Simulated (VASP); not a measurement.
Output of a VASP run:

**OSZICAR**
```
...
   3 F= -.24214835E+02 E0= -.24214813E+02  d E =-.284126E-02
       N       E                     dE             d eps       ncg     rms          rms(c)
DAV:   1    -0.242149581017E+02   -0.12267E-03   -0.79297E-03  2960   0.910E-01    0.682E-02
DAV:   2    -0.242148707992E+02    0.87302E-04   -0.35155E-04  2608   0.227E-01    0.263E-02
DAV:   3    -0.242148512485E+02    0.19551E-04   -0.41163E-05  2544   0.134E-01    0.109E-02
DAV:   4    -0.242148476257E+02    0.36228E-05   -0.12736E-05  2888   0.531E-02    0.269E-03
DAV:   5    -0.242148468097E+02    0.81598E-06   -0.21997E-06  1368   0.201E-02
   4 F= -.24214847E+02 E0= -.24214844E+02  d E =-.285295E-02
       N       E                     dE             d eps       ncg     rms          rms(c)
DAV:   1    -0.242233708120E+02   -0.85232E-02   -0.21038E-01  2408   0.692E+00    0.579E-01
DAV:   2    -0.242164254600E+02    0.69454E-02   -0.30764E-02  2576   0.182E+00    0.197E-01
DAV:   3    -0.242153550483E+02    0.10704E-02   -0.24799E-03  2408   0.103E+00    0.876E-02
DAV:   4    -0.242151149707E+02    0.24008E-03   -0.78798E-04  2672   0.509E-01    0.245E-02
DAV:   5    -0.242151025483E+02    0.12422E-04   -0.21838E-04  2680   0.164E-01    0.136E-02
DAV:   6    -0.242150967712E+02    0.57771E-05   -0.21733E-05  3016   0.480E-02    0.496E-03
DAV:   7    -0.242150965459E+02    0.22522E-06   -0.13492E-06  1136   0.129E-02
   5 F= -.24215097E+02 E0= -.24215129E+02  d E =-.249736E-03
       N       E                     dE             d eps       ncg     rms          rms(c)
DAV:   1    -0.242151209123E+02   -0.24141E-04   -0.60152E-04  2400   0.370E-01    0.313E-02
DAV:   2    -0.242151002482E+02    0.20664E-04   -0.90903E-05  2576   0.993E-02    0.107E-02
DAV:   3    -0.242150970641E+02    0.31841E-05   -0.73338E-06  2256   0.564E-02    0.481E-03
DAV:   4    -0.242150966284E+02    0.43568E-06   -0.18011E-06  1008   0.280E-02
   6 F= -.24215097E+02 E0= -.24215127E+02  d E =-.249819E-03
       N       E                     dE             d eps       ncg     rms          rms(c)
DAV:   1    -0.242163195744E+02   -0.12225E-02   -0.69763E-02  2936   0.227E+00    0.192E-01
DAV:   2    -0.242155562818E+02    0.76329E-03   -0.27814E-03  2488   0.579E-01    0.865E-02
DAV:   3    -0.242153925700E+02    0.16371E-03   -0.28882E-04  2576   0.326E-01    0.392E-02
DAV:   4    -0.242153532113E+02    0.39359E-04   -0.88839E-05  2960   0.151E-01    0.918E-03
DAV:   5    -0.242153519407E+02    0.12706E-05   -0.27687E-05  2688   0.640E-02    0.470E-03
DAV:   6    -0.242153514771E+02    0.46354E-06   -0.36279E-06  1616   0.180E-02
   7 F= -.24215351E+02 E0= -.24215395E+02  d E =-.254849E-03
       N       E                     dE             d eps       ncg     rms          rms(c)
DAV:   1    -0.242244116553E+02   -0.90597E-02   -0.63147E-01  2936   0.689E+00    0.572E-01
DAV:   2    -0.242175844525E+02    0.68272E-02   -0.24630E-02  2488   0.170E+00    0.258E-01
DAV:   3    -0.242161065588E+02    0.14779E-02   -0.25062E-03  2544   0.960E-01    0.116E-01
DAV:   4    -0.242157687235E+02    0.33784E-03   -0.78292E-04  2944   0.450E-01    0.268E-02
DAV:   5    -0.242157648372E+02    0.38864E-05   -0.24601E-04  2752   0.192E-01    0.141E-02
DAV:   6    -0.242157614460E+02    0.33912E-05   -0.37147E-05  2912   0.556E-02    0.496E-03
DAV:   7    -0.242157614614E+02   -0.15460E-07   -0.35633E-06  1824   0.148E-02
   8 F= -.24215761E+02 E0= -.24215841E+02  d E =-.664833E-03
```

### OUTCAR
```
------------------------ aborting loop because EDIFF is reached ----------------------------------------
  FORCE on cell =-STRESS in cart. coord.  units (eV):
  Direction    XX          YY          ZZ          XY          YZ          ZX
  --------------------------------------------------------------------------------------
  Total       -0.0106793     -0.0106793      0.0319900      0.0000000      0.0000000      0.0000000
  in kB       -0.2493398     -0.2493398      0.7469029      0.0000000      0.0000000      0.0000000
  external PRESSURE =       0.0827411 kB  Pullay stress =       0.0000000 kB
  volume of cell :       68.62
      direct lattice vectors                 reciprocal lattice vectors
     3.809294622  0.000000000  0.000000000     0.262515793  0.000000000  0.000000000
     0.000000000  3.809294622  0.000000000     0.000000000  0.262515793  0.000000000
     0.000000000 -0.000000000  4.729025178     0.000000000 -0.000000000  0.211460071
 POSITION                                       TOTAL-FORCE (eV/Angst)
 -----------------------------------------------------------------------------------
      1.90465     -0.00000      3.57554         0.000000      0.000000     -0.003969
      0.00000      1.90465      1.15349        -0.000000     -0.000000      0.003969
      1.90465      1.90465      0.00000         0.000000      0.000000      0.000000
      0.00000     -0.00000      0.00000         0.000000     -0.000000      0.000000
 -----------------------------------------------------------------------------------
    total drift:                                0.000000      0.000000      0.000000
  FREE ENERGIE OF THE ION-ELECTRON SYSTEM (eV)
  ---------------------------------------------------
  free  energy   TOTEN  =       -24.2157614614 eV

  energy  without entropy=      -24.2160003293  energy(sigma->0) =      -24.21584108

 reached required accuracy - stopping structural energy minimisation
```
(Selected blocks of OUTCAR.)

File POSCAR:
```
SnO
1
    3.7887288666     0.0000000000     0.0000000000
    0.0000000000     3.7887288666     0.0000000000
    0.0000000000     0.0000000000     4.6946082599
Sn O
2 2
Direct
  0.5000000000   0.0000000000   0.7514192019
  0.0000000000   0.5000000000   0.2485807981
  0.5000000000   0.5000000000   0.0000000000
  0.0000000000   0.0000000000   0.0000000000
```

Q: Write an INCAR and KPOINTS that could have produced this output.

A: Several could match; the one computed here: the input of the run itself, PBEsol GGA, plane waves, VASP's PBE PAW potentials (set 64).

INCAR:
```
SYSTEM = SnO
PREC = Accurate
ENCUT = 580
EDIFF = 1E-6
NELM = 100
ALGO = Normal
LREAL = .FALSE.
LASPH = .TRUE.
ISMEAR = 1
SIGMA = 0.1
GGA = PS
LMAXMIX = 4
LWAVE = .FALSE.
LCHARG = .FALSE.
IBRION = 2
ISIF = 3
NSW = 60
EDIFFG = -0.02
```

File KPOINTS:
```
Automatic mesh
0
Gamma
7 7 6
0 0 0
```

POTCAR, in this order: Sn_d O (PBE.64 set). Program: vasp_std.

Without a dispersion term in the relaxation, distances and binding between the weakly bound layers, chains or molecules are unreliable, and so is what depends on them.

The compound is SnO in the litharge structure. This run relaxes it. Symmetry was kept, so distortions that lower it aren't found. The start is the result of an earlier pass.
